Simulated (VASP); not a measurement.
A run of VASP 6.6.1 is set up as follows.

Contents of INCAR:

```
ALGO = Normal ; EDIFF = 1E-7
ENCUT = 520 ; GGA = PE
ISIF = 2 ; ISMEAR = 0
LASPH = T ; LCHARG = F
LREAL = F ; LWAVE = F
NBANDS = 21 ; NELM = 100
PREC = Accurate ; SIGMA = 0.02
```

The input KPOINTS:

```
k-points
0
Gamma
  6 6 6
```

File POSCAR:

```
Ge                                      
1.0
    0.0000000000      2.8519403523      2.8519403523
    2.8519403523      0.0000000000      2.8519403523
    2.8519403523      2.8519403523     -0.0000000000
  Ge            
     2
Direct
     0.0000000000000000    0.0000000000000000    0.0000000000000000
     0.2500000000000000    0.2500000000000000    0.2500000000000000
```

Potentials or basis: VASP PAW PBE potentials, release 64 (Ge_d).

Command:

```bash
$ cat potpaw_PBE.64/Ge_d/POTCAR > POTCAR
$ mpirun -np 1 vasp_std > vasp.out
```

(1) Estimate the pressure.

(2) What does it give for the band gap on the k mesh?

## Answers

(1) 1.9 GPa.

(2) none (metal or under the smearing width).
